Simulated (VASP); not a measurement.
The system is Ta3Si3N.

```
CELL_PARAMETERS angstrom
4.41437 0.00000 0.00000
-2.20718 3.82295 0.00000
0.00000 0.00000 7.21959
ATOMIC_POSITIONS crystal
Ta 0.33333 0.66667 0.50000
Ta 0.66667 0.33333 0.50000
Ta 0.00000 0.00000 0.00000
Si 0.33333 0.66667 0.81093
Si 0.33333 0.66667 0.18907
Si 0.00000 0.00000 0.50000
N 0.66667 0.33333 0.00000
```

The cell was built by a generator and needn't be a form met in nature.

```yaml
Program: VASP 6.6.1
Task: relaxation of cell and atoms
Functional: PBE
Potentials_or_basis: VASP PAW PBE potentials, release 64 (Ta_pv, Si, N)
Cutoff: 520 eV
k_mesh: 4 × 4 × 2
Occupations: gaussian, width 0.15 eV
Spin: no spin polarisation
```

At the start: pressure 6.5 GPa; volume 17.41 Å³/atom.

**Question.** How do energy, volume and symmetry change on relaxing?

**Answer.** Over 12 steps the energy falls by 152.6 meV/atom and the volume is 17.94 Å³/atom (+3.1 %); space group P-6m2 (No. 187, to 0.05 Å).

The path:
```
step  energy change (eV)  largest force (eV/Å)  pressure (GPa)  volume (Å³)
   1              0.0000                4.5008            6.49       121.84
   2             -0.8078                0.2816           -4.13       134.42
   3             -0.9358                0.5788           -2.12       130.33
   4             -0.9360                0.6227           -2.01       130.16
   5             -1.0066                0.3500            0.69       126.61
   6             -1.0143                0.1991            1.96       125.13
   7             -1.0546                0.0318            1.07       125.14
   8             -1.0662                0.1298            0.44       125.13
   9             -1.0664                0.1835            0.40       125.12
  10             -1.0664                0.1701            0.38       125.12
  11             -1.0664                0.1515            0.41       125.13
  12             -1.0682                0.0112           -0.01       125.59
```

Final structure:
```yaml
crystal:
  lattice:
    - [4.45379, 0.00000, 0.00000]
    - [-2.22689, 3.85709, 0.00000]
    - [0.00000, 0.00000, 7.31085]
  atoms:
    - { symbol: Ta, position: [0.33333, 0.66667, 0.50000] }
    - { symbol: Ta, position: [0.66667, 0.33333, 0.50000] }
    - { symbol: Ta, position: [0.00000, 0.00000, 0.00000] }
    - { symbol: Si, position: [0.33333, 0.66667, 0.84365] }
    - { symbol: Si, position: [0.33333, 0.66667, 0.15635] }
    - { symbol: Si, position: [0.00000, 0.00000, 0.50000] }
    - { symbol: N, position: [0.66667, 0.33333, 0.00000] }
```

Caveat: the k mesh is coarse (spacing up to 0.44 Å⁻¹), so the values aren't converged.
